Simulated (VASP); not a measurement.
Here is the system:

```yaml
crystal:
  lattice:
    - [4.16373, 0.00000, 0.00000]
    - [0.00000, 4.16373, 0.00000]
    - [0.00000, 0.00000, 4.16373]
  atoms:
    - { symbol: Ba, position: [0.00000, 0.00000, 0.00000] }
    - { symbol: Hf, position: [0.50000, 0.50000, 0.50000] }
    - { symbol: O, position: [0.50000, 0.00000, 0.50000] }
    - { symbol: O, position: [0.00000, 0.50000, 0.50000] }
    - { symbol: O, position: [0.50000, 0.50000, 0.00000] }
```

The numbers are results of vdW-DF-cx, VASP's PBE PAW potentials (set 64) (plane waves; VASP 6.6.1), not measurements. Numerical set-up: 520 eV cut-off, Gaussian smearing of 0.050 eV, potentials Ba_sv Hf_pv O.

Unless said otherwise, spin-orbit coupling is left out, though it shifts the bands of the heavy elements here.

Problem. Give the energies of bands 11 to 22 at the high-symmetry points, in eV from the valence-band maximum.

Solution. 
```json
[
 {"band": "11", "Γ": "-1.66", "X": "-3.95", "M": "-4.26", "R": "-4.43"},
 {"band": "12", "Γ": "-1.66", "X": "-2.09", "M": "-3.85", "R": "-3.74"},
 {"band": "13", "Γ": "-1.66", "X": "-2.09", "M": "-3.76", "R": "-3.74"},
 {"band": "14", "Γ": "-1.00", "X": "-1.84", "M": "-2.46", "R": "-2.52"},
 {"band": "15", "Γ": "-1.00", "X": "-1.74", "M": "-2.46", "R": "-2.52"},
 {"band": "16", "Γ": "-1.00", "X": "-1.74", "M": "-1.00", "R": "-2.52"},
 {"band": "17", "Γ": "-0.20", "X": "-1.72", "M": "-0.93", "R": "0.00"},
 {"band": "18", "Γ": "-0.20", "X": "-0.51", "M": "-0.93", "R": "0.00"},
 {"band": "19", "Γ": "-0.20", "X": "-0.51", "M": "-0.08", "R": "0.00"},
 {"band": "20", "Γ": "3.57", "X": "4.13", "M": "6.29", "R": "6.08"},
 {"band": "21", "Γ": "3.57", "X": "6.39", "M": "6.29", "R": "6.08"},
 {"band": "22", "Γ": "3.57", "X": "6.39", "M": "6.67", "R": "6.08"}
]
```

The gap is indirect, 3.57 eV, from the valence maximum at R to the conduction minimum at Γ.

The compound is BaHfO3 in the cubic perovskite structure. It was relaxed first.
